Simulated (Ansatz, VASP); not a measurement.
# Two plane-wave programs on Ba3Y

INCAR

```
SYSTEM = Ba3Y
PREC = Accurate
ENCUT = 520
EDIFF = 1E-7
ISMEAR = -1
SIGMA = 0.05
LREAL = .FALSE.
LASPH = .TRUE.
NELM = 100
ALGO = Normal
ISIF = 2
LWAVE = .FALSE.
LCHARG = .FALSE.
GGA = PE
NBANDS = 28
```

The input KPOINTS:

```
Automatic mesh
0
G
  7 7 7
  0 0 0
```

Contents of POSCAR:

```
Ba3Y
1.0
   -2.9361465700      2.9361465700      5.8939746390
    2.9361465700     -2.9361465700      5.8939746390
    2.9361465700      2.9361465700     -5.8939746390
Ba Y
3 1
Direct
    0.5000000000      0.5000000000      0.0000000000
    0.2500000000      0.7500000000      0.5000000000
    0.7500000000      0.2500000000      0.5000000000
    0.0000000000      0.0000000000      0.0000000000
```

The input input.yaml:

```yaml
crystal:
  lattice:
    - [-2.93614657, 2.93614657, 5.893974639]
    - [2.93614657, -2.93614657, 5.893974639]
    - [2.93614657, 2.93614657, -5.893974639]
  atoms:
    - { symbol: Ba, position: [0.5, 0.5, 0.0] }
    - { symbol: Ba, position: [0.25, 0.75, 0.5] }
    - { symbol: Ba, position: [0.75, 0.25, 0.5] }
    - { symbol: "Y", position: [0.0, 0.0, 0.0] }
hamiltonian:
  xc: pbe
  pseudopotentials: { kind: paw }
kpoints:
  mp_grid: { grid: [7, 7, 7] }
scf:
  occupations: { method: fermi_dirac, width: 0.05 }
output:
  forces: true
  stress: true
  eigenvalues: true
```

Change from the starting cell: volume scaled by 0.98.

Alike in both runs: task single point; functional PBE; k mesh 7 × 7 × 7; occupations fermi-dirac, width 0.05 eV; no spin polarisation.

```csv
,VASP,Ansatz
version,VASP 6.6.1,Ansatz 0.2.0
potentials or method,"VASP PAW PBE potentials, release 64 (Ba_sv, Y_sv)",Ansatz PAW
plane-wave cutoff (eV),520,420
valence electrons in the cell,41,41
```

|  | VASP | Ansatz | Ansatz less VASP |
| --- | --- | --- | --- |
| gap on the k mesh at the Fermi level (eV) | none | none | - |
| pressure (GPa) | 0.3 | 0.1 | -0.10 |
| largest component of the traceless stress (GPa) | 0.06 | 0.07 | +0.007 |

A gap of «none» marks a metal or a gap that the smearing closes. With one functional, cell and mesh, what is left measures potentials, basis and numerics.

Spin-orbit coupling is left out, which matters for the levels of Ba.
